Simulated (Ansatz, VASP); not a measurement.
**CaCSe3 in VASP and in Ansatz**

File INCAR:

```
SYSTEM = CaCSe3
PREC     = Accurate       ! precision mode
ENCUT    = 520            ! plane-wave cutoff, eV
EDIFF    = 1E-6           ! SCF threshold, eV
ISMEAR   = 0              ! smearing method
SIGMA    = 0.05           ! smearing width, eV
LREAL    = .FALSE.        ! projectors in reciprocal space
LASPH    = .TRUE.         ! aspherical terms in the spheres
NELM     = 100            ! most SCF steps
ALGO     = Normal         ! electronic algorithm
ISIF     = 2              ! what is computed and relaxed
LWAVE    = .FALSE.        ! write WAVECAR
LCHARG   = .FALSE.        ! write CHGCAR
GGA      = CA             ! functional
NBANDS   = 24             ! bands
```

KPOINTS

```
regular mesh
0
G
  4 4 4
  0 0 0
```

Contents of POSCAR:

```
CaCSe3
1.0
    4.4762702755      0.0000000000      0.0000000000
    0.0000000000      4.4762702755      0.0000000000
    0.0000000000      0.0000000000      4.4762702755
Ca C Se
1 1 3
Direct
    0.0000000000      0.0000000000      0.0000000000
    0.5000000000      0.5000000000      0.5000000000
    0.5000000000      0.5000000000      0.0000000000
    0.5000000000      0.0000000000      0.5000000000
    0.0000000000      0.5000000000      0.5000000000
```

Input for Ansatz:

```yaml
crystal:
  lattice:
    - [4.4762702755, 0.0, 0.0]
    - [0.0, 4.4762702755, 0.0]
    - [0.0, 0.0, 4.4762702755]
  atoms:
    - { symbol: Ca, position: [0.0, 0.0, 0.0] }
    - { symbol: C, position: [0.5, 0.5, 0.5] }
    - { symbol: Se, position: [0.5, 0.5, 0.0] }
    - { symbol: Se, position: [0.5, 0.0, 0.5] }
    - { symbol: Se, position: [0.0, 0.5, 0.5] }
basis:
  ecutwfc: 420
kpoints:
  mp_grid: { grid: [4, 4, 4] }
hamiltonian:
  xc: lda
scf:
  occupations: { method: gaussian, width: 0.05 }
output:
  forces: true
  stress: true
  eigenvalues: true
```

The cell comes from a database or a generator and needn't be the stable form of this composition.

Alike in both runs: task single point; functional LDA; k mesh 4 × 4 × 4; occupations gaussian, width 0.05 eV; no spin polarisation.

|  | VASP | Ansatz |
| --- | --- | --- |
| version | VASP 6.6.1 | Ansatz 0.2.0 |
| potentials or method | VASP PAW LDA potentials, release 64 (Ca_sv, C, Se) | scalar-relativistic, plane waves, PAW |
| plane-wave cutoff (eV) | 520 | 420 |
| valence electrons in the cell | 32 | 62 |

```csv
,VASP,Ansatz,Ansatz less VASP
gap on the k mesh at the Fermi level (eV),none,none,-
pressure (GPa),0.3,0.0,-0.29
```

A gap of «none» marks a metal or a gap that the smearing closes. The two sets of potentials don't hold the same shells in valence.
